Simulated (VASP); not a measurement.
Given:

```
CELL_PARAMETERS angstrom
      0.00000     2.54967     2.54967
      2.54967     0.00000     2.54967
      2.54967     2.54967     0.00000
ATOMIC_POSITIONS crystal
  Fe 0.00000 0.00000 0.00000
  Si 0.25000 0.25000 0.25000
```
Starting moments (μB, in the order of the record's atoms Fe Si): 1.1 -0.1.

Level of theory: PBEsol GGA, VASP's PBE PAW potentials (set 64) (plane waves; VASP). Numerical set-up: 400 eV cut-off, Gaussian smearing of 0.050 eV, potentials Fe Si.

**Question.** What does the run give for the cell moment, band gap (along the path) with the smallest direct gap where there is one?

**Answer.** 
```
Item                                                          Value
-------------------------  ----------------------------------------
band gap (along the path)  none (metal, semimetal or under 0.01 eV)
cell moment                                                 0.94 μB
```

The structure was generated: FeSi was put into the zinc blende type (F-43m), which need not be its known phase. It was relaxed first, which changed the volume by -25 %.
